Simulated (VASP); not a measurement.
A run of VASP 6.6.1 is set up as follows.

POSCAR

```
SnSe
1.0
   11.5022000000      0.0000000000      0.0000000000
    0.0000000000      4.1526000000      0.0000000000
    0.0000000000      0.0000000000      4.4432000000
Sn Se
4 4
Direct
    0.1230000000      0.2500000000      0.0910000000
    0.3770000000      0.7500000000      0.5910000000
    0.6230000000      0.2500000000      0.4090000000
    0.8770000000      0.7500000000      0.9090000000
    0.3570000000      0.2500000000      0.0160000000
    0.1430000000      0.7500000000      0.5160000000
    0.8570000000      0.2500000000      0.4840000000
    0.6430000000      0.7500000000      0.9840000000
```

INCAR.step1

```
SYSTEM = SnSe
PREC     = Accurate       ! precision mode
ENCUT    = 520            ! plane-wave cutoff, eV
EDIFF    = 1E-7           ! SCF threshold, eV
ISMEAR   = 0              ! smearing method
SIGMA    = 0.02           ! smearing width, eV
LREAL    = .False.        ! projectors in reciprocal space
LASPH    = .True.         ! aspherical terms in the spheres
NELM     = 60             ! most SCF steps
ALGO     = Normal         ! electronic algorithm
ISIF     = 2              ! what is computed and relaxed
LWAVE    = .False.        ! write WAVECAR
LCHARG   = .True.         ! write CHGCAR
GGA      = PE             ! functional
NBANDS   = 50             ! bands
```

Contents of KPOINTS.step1:

```
regular mesh
0
Gamma
  4 8 6
  0 0 0
```

File INCAR.step2:

```
SYSTEM = SnSe
PREC     = Accurate       ! precision mode
ENCUT    = 520            ! plane-wave cutoff, eV
EDIFF    = 1E-7           ! SCF threshold, eV
ISMEAR   = 0              ! smearing method
SIGMA    = 0.05           ! smearing width, eV
LREAL    = .False.        ! projectors in reciprocal space
LASPH    = .True.         ! aspherical terms in the spheres
NELM     = 60             ! most SCF steps
ALGO     = Normal         ! electronic algorithm
ISIF     = 2              ! what is computed and relaxed
LWAVE    = .False.        ! write WAVECAR
LCHARG   = .False.        ! write CHGCAR
GGA      = PE             ! functional
NBANDS   = 50             ! bands
ICHARG   = 11             ! starting density
```

File KPOINTS.step2:

```
path GXSYGZURTZ,YT,UX,SR
15
line-mode
reciprocal
 0.0000000000  0.0000000000  0.0000000000  G
 0.0000000000  0.5000000000  0.0000000000  X

 0.0000000000  0.5000000000  0.0000000000  X
 0.0000000000  0.5000000000  0.5000000000  S

 0.0000000000  0.5000000000  0.5000000000  S
 0.0000000000  0.0000000000  0.5000000000  Y

 0.0000000000  0.0000000000  0.5000000000  Y
 0.0000000000  0.0000000000  0.0000000000  G

 0.0000000000  0.0000000000  0.0000000000  G
 0.5000000000  0.0000000000  0.0000000000  Z

 0.5000000000  0.0000000000  0.0000000000  Z
 0.5000000000  0.5000000000  0.0000000000  U

 0.5000000000  0.5000000000  0.0000000000  U
 0.5000000000  0.5000000000  0.5000000000  R

 0.5000000000  0.5000000000  0.5000000000  R
 0.5000000000  0.0000000000  0.5000000000  T

 0.5000000000  0.0000000000  0.5000000000  T
 0.5000000000  0.0000000000  0.0000000000  Z

 0.0000000000  0.0000000000  0.5000000000  Y
 0.5000000000  0.0000000000  0.5000000000  T

 0.5000000000  0.5000000000  0.0000000000  U
 0.0000000000  0.5000000000  0.0000000000  X

 0.0000000000  0.5000000000  0.5000000000  S
 0.5000000000  0.5000000000  0.5000000000  R
```

Potentials or basis: VASP PAW PBE potentials, release 64 (Sn_d, Se).

Run with:

```console
$ cat potpaw_PBE.64/Sn_d/POTCAR potpaw_PBE.64/Se/POTCAR > POTCAR
$ cp INCAR.step1 INCAR
$ cp KPOINTS.step1 KPOINTS
$ mpirun -np 1 vasp_std > vasp.out
$ cp INCAR.step2 INCAR
$ cp KPOINTS.step2 KPOINTS
$ mpirun -np 1 vasp_std > vasp.out
```

(1) Estimate the band gap along the path.

(2) Predict the band gap on the k mesh.

## Answers

(1) 0.50 eV, indirect (least direct gap 0.63 eV).

(2) 0.64 eV, indirect (least direct gap 0.92 eV).

Caveat: the log is that of the step along the path at fixed density, whose energy, stress, charges and moments have no meaning; spin-orbit coupling is left out, which moves the levels of the heavy elements; the mesh misses the band edges, which the band path finds closer together.

**Measured values to compare with.**

From “Linear dichroism of the optical properties of SnS and SnSe van der Waals crystals”, 2024, arxiv:2409.17412, for a bulk crystal of SnSe at 300 K: band gap 0.89 eV (indirect).

A measured gap of SnSe is 0.89 eV (indirect; 300 K; “Linear dichroism of the optical properties of SnS and SnSe van der Waals crystals”, 2024, arxiv:2409.17412); the calculated 0.50 eV misses it by -0.39 eV. 2 values of this kind are on record (0.89 to 0.99 eV); this one was drawn at random. Spin-orbit coupling on Se, Sn is left out. The value is that of PBE, without temperature or zero-point motion. Semilocal functionals fall short of measured gaps as a rule.
